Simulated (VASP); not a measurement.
A convergence study with VASP on AgI (zinc blende): one setting is varied, all else stays as given below, so the limit is that of these other settings. Each run relaxes cell and ions from the cell shown.

```yaml
crystal:
  lattice:
    - [0.00000, 3.25000, 3.25000]
    - [3.25000, 0.00000, 3.25000]
    - [3.25000, 3.25000, 0.00000]
  atoms:
    - { symbol: Ag, position: [0.00000, 0.00000, 0.00000] }
    - { symbol: I, position: [0.25000, 0.25000, 0.25000] }
```

These are PBE GGA, VASP's PBE PAW potentials (set 64) (plane waves; VASP) values and carry that method's errors. The tightest run used: 550 eV cut-off, 11×11×11 Γ-centred mesh, Gaussian smearing of 0.050 eV, potentials Ag I.

Unless said otherwise, spin-orbit coupling is left out, though it shifts the bands of the heavy elements here. Gaps are read on the run's mesh, which can miss a band edge.

Question: The settings run are 2×2×2 mesh; 3×3×3 mesh; 4×4×4 mesh; 5×5×5 mesh; 7×7×7 mesh; 8×8×8 mesh; 9×9×9 mesh; 10×10×10 mesh; 11×11×11 mesh. From which on does the relaxed volume stay within 0.1 Å³/atom of the tightest run?

Answer: From 5×5×5 mesh on: it is off by 0.039 there and by no more than 0.1 in any finer run, while 4×4×4 mesh is off by 0.173.
| setting | relaxed volume (Å³/atom) | E (eV/atom) | gap on the mesh (eV) | irreducible k-points | difference judged (Å³/atom) |
|---|---|---|---|---|---|
| 2×2×2 mesh | 39.970 | -2.1414 | 1.284 | 3 | 3.652 |
| 3×3×3 mesh | 37.040 | -2.3548 | 1.332 | 4 | 0.721 |
| 4×4×4 mesh | 36.492 | -2.3878 | 1.342 | 8 | 0.173 |
| 5×5×5 mesh | 36.358 | -2.3938 | 1.344 | 10 | 0.039 |
| 7×7×7 mesh | 36.323 | -2.3954 | 1.345 | 20 | 0.005 |
| 8×8×8 mesh | 36.319 | -2.3955 | 1.345 | 29 | 0.001 |
| 9×9×9 mesh | 36.320 | -2.3955 | 1.345 | 35 | 0.001 |
| 10×10×10 mesh | 36.319 | -2.3956 | 1.345 | 47 | 0.000 |
| 11×11×11 mesh | 36.319 | -2.3956 | 1.345 | 56 | 0.000 |

Left out are rungs that failed or repeat a setting and relaxations that didn't move; long series are thinned to 24 rows.

The compound is AgI in the zinc blende structure, whereas wurtzite is the usual form.
